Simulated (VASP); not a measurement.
All values below come from PBE GGA, VASP's PBE PAW potentials (set 64) (plane waves; VASP 6.6.1).

VASP input:

### INCAR
```
SYSTEM=AgCl
PREC=Accurate; ENCUT=400; LREAL=.FALSE.
LASPH=.TRUE.
EDIFF=1E-6; NELM=100; ALGO=Normal
LMAXMIX=4
ISMEAR=0; SIGMA=0.05
GGA=PE
MAGMOM=1.0 1.0
ISPIN=2
ISIF=2
LWAVE=.FALSE.; LCHARG=.FALSE.
```

**KPOINTS**
```
Automatic mesh
0
Gamma
6 6 6
0 0 0
```

**POSCAR**
```
AgCl
1
    0.0000000000     2.7750000000     2.7750000000
    2.7750000000     0.0000000000     2.7750000000
    2.7750000000     2.7750000000     0.0000000000
Ag Cl
1 1
Direct
  0.0000000000   0.0000000000   0.0000000000
  0.5000000000   0.5000000000   0.5000000000
```

POTCAR, in this order: Ag Cl (PBE.64 set). Program: vasp_std.

The run wrote:

OUTCAR:
```
 ion  position               nearest neighbor table
   1  0.000  0.000  0.000-   2 2.77   2 2.77   2 2.77   2 2.77   2 2.77   2 2.77
   2  0.500  0.500  0.500-   1 2.77   1 2.77   1 2.77   1 2.77   1 2.77   1 2.77
  LATTYP: Found a face centered cubic cell.
 ALAT       =     5.5500000000
 Subroutine PRICEL returns:
 Original cell was already a primitive cell.
 Subroutine GETGRP returns: Found 48 space group operations
The static configuration has the point symmetry O_h .
The dynamic configuration has the point symmetry O_h .
The overall configuration has the point symmetry O_h .
 Subroutine INISYM returns: Found 48 space group operations
 Subroutine IBZKPT returns following result:
 Found     16 irreducible k-points:

 Following reciprocal coordinates:
            Coordinates               Weight
  0.000000  0.000000  0.000000      1.000000
  0.166667  0.000000  0.000000      8.000000
  0.333333  0.000000  0.000000      8.000000
  0.500000  0.000000  0.000000      4.000000
  0.166667  0.166667  0.000000      6.000000
  0.333333  0.166667  0.000000     24.000000
  0.500000  0.166667  0.000000     24.000000
 -0.333333  0.166667  0.000000     24.000000
...
```

File OSZICAR:
```
       N       E                     dE             d eps       ncg     rms          rms(c)
DAV:   1     0.854892401309E+02    0.85489E+02   -0.75781E+03   960   0.928E+02
DAV:   2    -0.217712109607E+01   -0.87666E+02   -0.80822E+02  1070   0.216E+02
DAV:   3    -0.518477367317E+01   -0.30077E+01   -0.29994E+01  1094   0.429E+01
DAV:   4    -0.520632827278E+01   -0.21555E-01   -0.21553E-01  1046   0.405E+00
DAV:   5    -0.520663616732E+01   -0.30789E-03   -0.30789E-03  1130   0.478E-01    0.854E+00
DAV:   6    -0.537249265730E+01   -0.16586E+00   -0.35589E-01  1010   0.749E+00    0.463E+00
DAV:   7    -0.539414330433E+01   -0.21651E-01   -0.99497E-02   926   0.248E+00    0.283E+00
DAV:   8    -0.539501005160E+01   -0.86675E-03   -0.73170E-03   950   0.723E-01    0.125E+00
DAV:   9    -0.539443143680E+01    0.57861E-03   -0.86618E-04   986   0.286E-01    0.340E-01
DAV:  10    -0.539456659853E+01   -0.13516E-03   -0.27535E-04   968   0.143E-01    0.457E-02
DAV:  11    -0.539460755089E+01   -0.40952E-04   -0.34357E-05  1004   0.518E-02    0.312E-02
DAV:  12    -0.539462268804E+01   -0.15137E-04   -0.63017E-06   986   0.222E-02    0.203E-02
DAV:  13    -0.539462963096E+01   -0.69429E-05   -0.53879E-06   956   0.189E-02    0.370E-03
DAV:  14    -0.539463024164E+01   -0.61067E-06   -0.48054E-07   730   0.594E-03
   1 F= -.53946302E+01 E0= -.53946302E+01  d E =-.385131E-16  mag=     0.0000
```

**OUTCAR**
```
------------------------ aborting loop because EDIFF is reached ----------------------------------------
  FORCE on cell =-STRESS in cart. coord.  units (eV):
  Direction    XX          YY          ZZ          XY          YZ          ZX
  --------------------------------------------------------------------------------------
  Total        0.3229696      0.3229696      0.3229696     -0.0000000      0.0000000     -0.0000000
  in kB       12.1074647     12.1074647     12.1074647     -0.0000000      0.0000000     -0.0000000
  external PRESSURE =      12.1074647 kB  Pullay stress =       0.0000000 kB
  volume of cell :       42.74
      direct lattice vectors                 reciprocal lattice vectors
     0.000000000  2.775000000  2.775000000    -0.180180180  0.180180180  0.180180180
     2.775000000  0.000000000  2.775000000     0.180180180 -0.180180180  0.180180180
     2.775000000  2.775000000  0.000000000     0.180180180  0.180180180 -0.180180180
  FREE ENERGIE OF THE ION-ELECTRON SYSTEM (eV)
  ---------------------------------------------------
  free  energy   TOTEN  =        -5.3946302416 eV

  energy  without entropy=       -5.3946302416  energy(sigma->0) =       -5.39463024
```
(Selected blocks of OUTCAR.)

OUTCAR:
```
 val. band max:        3.7932148938   @ k =   0.5000   0.0000   0.0000

 cond. band min:       4.7006680341   @ k =   0.0000   0.0000   0.0000


 Fermi energy:         4.0712942344

 spin component 1

 k-point     1 :       0.0000    0.0000    0.0000
  band No.  band energies     occupation
      1     -11.3434      1.00000
      2       1.3617      1.00000
      3       1.3617      1.00000
      4       1.3617      1.00000
      5       1.4026      1.00000
      6       1.4026      1.00000
      7       1.4794      1.00000
      8       1.4794      1.00000
      9       1.4794      1.00000
     10       4.7007      0.00000
     11      14.6487      0.00000
     12      14.6487      0.00000
     13      14.6487      0.00000
     14      16.1797      0.00000

 k-point     2 :       0.1667    0.0000    0.0000
  band No.  band energies     occupation
      1     -11.2409      1.00000
      2       0.3076      1.00000
      3       0.5013      1.00000
      4       0.5013      1.00000
      5       1.4517      1.00000
      6       1.4517      1.00000
      7       1.6931      1.00000
      8       2.5006      1.00000
      9       2.5006      1.00000
     10       5.8357      0.00000
     11      12.6869      0.00000
     12      13.9217      0.00000
     13      13.9217      0.00000
     14      15.7720      0.00000

 k-point     3 :       0.3333    0.0000    0.0000
  band No.  band energies     occupation
      1     -11.0226      1.00000
      2      -0.9336      1.00000
      3      -0.1284      1.00000
      4      -0.1284      1.00000
      5       1.6320      1.00000
      6       1.6320      1.00000
      7       1.9094      1.00000
      8       3.4101      1.00000
      9       3.4101      1.00000
     10       7.4840      0.00000
     11      10.8165      0.00000
     12      12.1899      0.00000
     13      12.1899      0.00000
     14      16.5875      0.00000

...
```

The moments were started parallel, and other spin orders were not tried in this run.

The compound is AgCl in the rock salt structure. The cell was not relaxed at this level.
